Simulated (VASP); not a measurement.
Consider the following.

```
Al
1.0
    0.00000     2.02500     2.02500
    2.02500     0.00000     2.02500
    2.02500     2.02500     0.00000
Al
1
Cartesian
  0.00000   0.00000   0.00000
```

Computed with vdW-DF2, VASP's PBE PAW potentials (set 64) (plane waves; VASP). Run with 520 eV cut-off, 14×14×14 Γ-centred mesh, first-order Methfessel-Paxton smearing of 0.10 eV, potentials Al.

Energy and stress use the plane-wave basis of the starting cell.

Problem. The ions, cell shape and volume are relaxed. What does this cell relax into?

Solution. 
```
Al
1.0
    0.00000     2.04100     2.04100
    2.04100     0.00000     2.04100
    2.04100     2.04100     0.00000
Al
1
Direct
  0.00000   0.00000   0.00000
```
Space group Fm-3m (225), at a tolerance of 0.03 Å.

Problem. How do energy and volume change from the first to the last step?

Solution. The energy (σ→0) changes by -1.6 meV/atom and the volume by +2.4 %, in 3 ionic steps.

```csv
step,E(σ→0) (eV),max force (eV/Å),pressure (GPa),volume (Å³)
1,-1.7013,0.000,1.43,16.61
2,-1.7028,0.000,0.12,16.97
3,-1.7028,0.000,0.01,17.00
```

The compound is Al in the fcc structure. This run relaxes it. Symmetry was kept, so distortions that lower it aren't found.
